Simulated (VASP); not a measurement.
```yaml
crystal:
  lattice:
    - [2.98163, 0.00000, 0.00000]
    - [0.00000, 2.98163, 0.00000]
    - [0.00000, 0.00000, 2.98163]
  atoms:
    - { symbol: Al, position: [0.50000, 0.50000, 0.50000] }
    - { symbol: Ru, position: [0.00000, 0.00000, 0.00000] }
```

Computed with r2SCAN meta-GGA, VASP's PBE PAW potentials (set 64) (plane waves; VASP). Settings: 480 eV cut-off, 12×12×12 Γ-centred mesh, first-order Methfessel-Paxton smearing of 0.10 eV, potentials Al Ru_pv.

Each row applies one change to this cell, which was relaxed at other settings and keeps the small stress of the first row; at a fixed cut-off the stress holds a Pulay part, so it need not integrate to ΔE exactly. Stress is in GPa, positive when the cell is compressed.

```
change                                    ΔE (meV/atom)    σxx    σyy    σzz  largest shear component, with its sign (GPa)  largest force (eV/Å)
----------------------------------------  -------------  -----  -----  -----  --------------------------------------------  --------------------
none                                                0.0   0.12   0.12   0.12                                          0.00                 0.000
atom 1 (Al) moved by -0.100 Å along y               ___    ___    ___    ___                                           ___                   ___
atom 1 (Al) moved by 0.200 Å along z               82.4   4.35   4.35   1.14                                          0.00                 1.642
atom 1 (Al) moved by 0.075 Å along x               11.6   0.27   0.72   0.72                                          0.00                 0.620
biaxial strain of -2.0 % in the xy plane           18.6  11.53  11.53   7.00                                          0.00                 0.000
uniaxial strain of -1.5 % along y                   ___    ___    ___    ___                                           ___                   ___
isotropic strain of +1.5 %                         17.1  -8.92  -8.92  -8.92                                          0.00                 0.000
```

Task: Some entries are withheld; supply them.

Result: 
- uniaxial strain of -1.5 % along y, ΔE (meV/atom): 3.6
- uniaxial strain of -1.5 % along y, σxx: 2.62
- uniaxial strain of -1.5 % along y, σyy: 5.69
- uniaxial strain of -1.5 % along y, σzz: 2.62
- uniaxial strain of -1.5 % along y, largest shear component, with its sign (GPa): 0.00
- uniaxial strain of -1.5 % along y, largest force (eV/Å): 0.000
- atom 1 (Al) moved by -0.100 Å along y, ΔE (meV/atom): 20.7
- atom 1 (Al) moved by -0.100 Å along y, σxx: 1.18
- atom 1 (Al) moved by -0.100 Å along y, σyy: 0.38
- atom 1 (Al) moved by -0.100 Å along y, σzz: 1.18
- atom 1 (Al) moved by -0.100 Å along y, largest shear component, with its sign (GPa): 0.00
- atom 1 (Al) moved by -0.100 Å along y, largest force (eV/Å): 0.826

Failed runs are left out, and for metals the shear rows, which the mesh's noise covers.

The compound is RuAl in the CsCl type structure. The electron count is odd and the run is not spin-polarised, which forces a metal.
